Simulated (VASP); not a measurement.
```
KTaO3
1.0
    3.99000     0.00000     0.00000
    0.00000     3.99000     0.00000
    0.00000     0.00000     3.99000
K Ta O
1 1 3
Direct
  0.00000   0.00000   0.00000
  0.50000   0.50000   0.50000
  0.50000   0.00000   0.50000
  0.00000   0.50000   0.50000
  0.50000   0.50000   0.00000
```

These are PBEsol GGA, VASP's PBE PAW potentials (set 64) (plane waves; VASP) values and carry that method's errors. Run with 520 eV cut-off, Gaussian smearing of 0.050 eV, potentials K_sv Ta_pv O.

Unless said otherwise, spin-orbit coupling is left out, though it shifts the bands of the heavy elements here.

### Question
Predict the band gap (along the path) with the smallest direct gap where there is one.

### Answer

* **band gap (along the path)**: 2.08 eV
* **smallest direct gap (along the path)**: 2.70 eV

The compound is KTaO3 in the cubic perovskite structure. The cell was not relaxed at this level.
